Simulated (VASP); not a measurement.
Set up this calculation in VASP 6.6.1, as the native input.

```yaml
Task: single point
Functional: PBE
Potentials_or_basis: VASP PAW PBE potentials, release 64 (Y_sv, Mn_pv, Mg)
Cutoff: 520 eV
k_mesh: 5 × 5 × 5
Occupations: fermi-dirac, width 0.05 eV
Spin: collinear spin, ferromagnetic start
Starting_moments: "[0.0, 4.0, 0.0, 0.0, 0.0, 0.0, 0.0, 0.0] μB"
Further_INCAR_settings: ALGO = Normal; EDIFF = 1e-07; NBANDS = 32
```

The structure of YMg6Mn lies in POSCAR:

```
YMg6Mn
1.0
    5.0588980000      0.0000000000      0.0000000000
    0.0000000000      3.2365685000      5.6296565000
    0.0000000000     -3.2365685000      5.6296565000
Y Mn Mg
1 1 6
Direct
    0.5000000000      0.6739800000      0.6739800000
    0.0000000000      0.8332210000      0.8332210000
    0.5000000000      0.1630530000      0.1630530000
    0.5000000000      0.1574520000      0.6780640000
    0.5000000000      0.6780640000      0.1574520000
    0.0000000000      0.3337230000      0.3337230000
    0.0000000000      0.3253250000      0.8351830000
    0.0000000000      0.8351830000      0.3253250000
```

The cell comes from a database or a generator and needn't be the stable form of this composition.

These files were run (other wordings do the same):

INCAR

```
SYSTEM = YMg6Mn
ALGO = Normal ; EDIFF = 1E-7
ENCUT = 520 ; GGA = PE
ISIF = 2 ; ISMEAR = -1
ISPIN = 2 ; LASPH = .True.
LCHARG = .False. ; LMAXMIX = 4
LORBIT = 11 ; LREAL = .False.
LWAVE = .False. ; MAGMOM = 0 4 0 0 0 0 0 0
NBANDS = 32 ; NELM = 150
PREC = Accurate ; SIGMA = 0.05
```

KPOINTS

```
k-points
0
Gamma
  5 5 5
  0 0 0
```

Potentials or basis: VASP PAW PBE potentials, release 64 (Y_sv, Mn_pv, Mg).

Command:

```sh
$ cat potpaw_PBE.64/Y_sv/POTCAR potpaw_PBE.64/Mn_pv/POTCAR potpaw_PBE.64/Mg/POTCAR > POTCAR
$ mpirun -np 1 vasp_std > vasp.out
```

Results of the run:

```yaml
Pressure: -0.1 GPa
Largest_force: 0.068 eV/Å
Band_gap_on_the_k_mesh: none (metal or under the smearing width)
Net_moment: 3.57 μB per cell
Site_moments: Y -0.12; Mn +3.77; Mg +0.01, -0.01 μB
Valence_electrons_inside_the_program's_atomic_spheres: Y 9.54; Mn 11.37; Mg 0.37, 0.36, 0.32
```

Wall time 4.5 min on 1 thread of AMD EPYC 9R45 (Zen 5), on a shared host, peak memory 0.49 GiB.
